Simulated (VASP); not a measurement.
Output of a VASP run:

### OSZICAR
```
       N       E                     dE             d eps       ncg     rms          rms(c)
DAV:   1     0.174953060842E+03    0.17495E+03   -0.10893E+04  3096   0.116E+03
DAV:   2    -0.945106586081E+01   -0.18440E+03   -0.18164E+03  3377   0.338E+02
DAV:   3    -0.193841645586E+02   -0.99331E+01   -0.96895E+01  3473   0.738E+01
DAV:   4    -0.195399917937E+02   -0.15583E+00   -0.15549E+00  3445   0.882E+00
DAV:   5    -0.195411481756E+02   -0.11564E-02   -0.11562E-02  3564   0.808E-01    0.240E+01
DAV:   6    -0.210715376808E+02   -0.15304E+01   -0.48677E+01  3194   0.525E+01    0.178E+01
DAV:   7    -0.184546908860E+02    0.26168E+01   -0.51117E+01  3602   0.548E+01    0.109E+01
DAV:   8    -0.178318469499E+02    0.62284E+00   -0.28156E+00  3246   0.130E+01    0.448E+00
DAV:   9    -0.177722994291E+02    0.59548E-01   -0.32751E-01  3525   0.415E+00    0.121E+00
DAV:  10    -0.177707506346E+02    0.15488E-02   -0.46736E-02  3400   0.161E+00    0.516E-01
DAV:  11    -0.177701755255E+02    0.57511E-03   -0.18307E-02  3296   0.963E-01    0.143E-01
DAV:  12    -0.177702008728E+02   -0.25347E-04   -0.10395E-03  3059   0.257E-01    0.591E-02
DAV:  13    -0.177702163605E+02   -0.15488E-04   -0.10320E-04  3454   0.665E-02    0.240E-02
DAV:  14    -0.177702218875E+02   -0.55271E-05   -0.14269E-05  1651   0.257E-02
   1 F= -.17770222E+02 E0= -.17769663E+02  d E =-.111678E-02  mag=     0.5043
```

OUTCAR:
```
------------------------ aborting loop because EDIFF is reached ----------------------------------------
  FORCE on cell =-STRESS in cart. coord.  units (eV):
  Direction    XX          YY          ZZ          XY          YZ          ZX
  --------------------------------------------------------------------------------------
  Total        4.9695515      4.9695497      4.0083088      0.0000000      0.0000000      0.0000000
  in kB      150.4197691    150.4197143    121.3246067      0.0000000      0.0000000      0.0000000
  external PRESSURE =     140.7213634 kB  Pullay stress =       0.0000000 kB
  volume of cell :       52.93
      direct lattice vectors                 reciprocal lattice vectors
     1.580294000  0.912383000  6.118663000     0.316396822  0.182671824  0.054478132
    -1.580294000  0.912383000  6.118663000    -0.316396822  0.182671824  0.054478132
     0.000000000 -1.824766000  6.118663000     0.000000000 -0.365343648  0.054478132
 POSITION                                       TOTAL-FORCE (eV/Angst)
 -----------------------------------------------------------------------------------
      0.00000      0.00000      0.00000         0.000000      0.000000      0.060759
      0.00000      0.00000     13.80921         0.000000     -0.000000      0.878223
      0.00000      0.00000     10.66483         0.000000      0.000000     -0.938983
 -----------------------------------------------------------------------------------
    total drift:                                0.000000      0.000010     -0.000169
  FREE ENERGIE OF THE ION-ELECTRON SYSTEM (eV)
  ---------------------------------------------------
  free  energy   TOTEN  =       -17.7702218875 eV

  energy  without entropy=      -17.7691051041  energy(sigma->0) =      -17.76966350

 total charge

# of ion       s       p       d       tot
------------------------------------------
    1        2.253   6.257   3.191  11.701
    2        1.484   2.363   0.070   3.918
    3        1.484   2.364   0.069   3.918
--------------------------------------------------
tot          5.221  10.984   3.331  19.536

 magnetization (x)

# of ion       s       p       d       tot
------------------------------------------
    1        0.005   0.006   0.452   0.462
    2       -0.001  -0.013   0.003  -0.011
    3       -0.000  -0.014   0.003  -0.011
--------------------------------------------------
tot          0.004  -0.021   0.457   0.440
```
(Selected blocks of OUTCAR.)

File POSCAR:
```
VSe2
1
    1.5802940000     0.9123830000     6.1186630000
   -1.5802940000     0.9123830000     6.1186630000
    0.0000000000    -1.8247660000     6.1186630000
V Se
1 2
Direct
  0.0000000000   0.0000000000   0.0000000000
  0.7523000000   0.7523000000   0.7523000000
  0.5810000000   0.5810000000   0.5810000000
```

Problem. Write an INCAR and KPOINTS that could have produced this output.

Solution. This is not unique; one that fits is the input of the run itself, PBE GGA, plane waves, VASP's PBE PAW potentials (set 64).

### INCAR
```
SYSTEM = VSe2
PREC = Accurate
ENCUT = 400
EDIFF = 1E-5
NELM = 100
ALGO = Normal
LREAL = .FALSE.
LASPH = .TRUE.
ISMEAR = 0
SIGMA = 0.05
GGA = PE
LMAXMIX = 4
ISPIN = 2
MAGMOM = 2.0 0.0 0.0
LORBIT = 10
LWAVE = .FALSE.
LCHARG = .FALSE.
ISIF = 2
```

KPOINTS:
```
kpoints
0
Gamma
 7 7 7
0 0 0
```

POTCAR, in this order: V_sv Se (PBE.64 set). Program: vasp_std.

The moments were started parallel, and other spin orders were not tried in this run.

The structure was generated: VSe2 was put into the 3R-MoS2 type (R3m), which need not be its known phase. The cell was not relaxed at this level. The k-mesh is coarse (spacing up to 0.33 per Å, 2π included), so the numbers may not be converged in it. The run is one of a series of settings (EDIFF = 1E-5 against the base run), some of them coarse on purpose.
